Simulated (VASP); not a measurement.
Given:

```xyz
4
Lattice="2.2983 -3.9808 0.0000 2.2983 3.9808 0.0000 0.0000 0.0000 7.4791" Properties=species:S:1:pos:R:3 pbc="T T T"
Mg     2.2983    -1.3269     3.7382
Mg     2.2983     1.3269     7.4778
Te     2.2983    -1.3269     6.5530
Te     2.2983     1.3269     2.8135
```

All values below come from PBE GGA with D3 dispersion (zero damping), VASP's PBE PAW potentials (set 64) (plane waves; VASP 6.6.1). Settings: 520 eV cut-off, 6×6×3 Γ-centred mesh, Gaussian smearing of 0.050 eV, potentials Mg Te.

Unless said otherwise, spin-orbit coupling is left out, though it shifts the bands of the heavy elements here.

Predict the energy per atom (σ→0), pressure, band gap (on the k-mesh) with the smallest direct gap where there is one.

* **band gap (on the k-mesh)**: 2.40 eV
* **smallest direct gap (on the k-mesh)**: 2.40 eV
* **energy per atom (σ→0)**: -3420 meV/atom
* **pressure**: -10.6 kbar

Only differences to runs with the same potentials and settings are physical.

The compound is MgTe in the wurtzite structure. This cell is one point of a volume scan, at 1.03 of the reference volume.
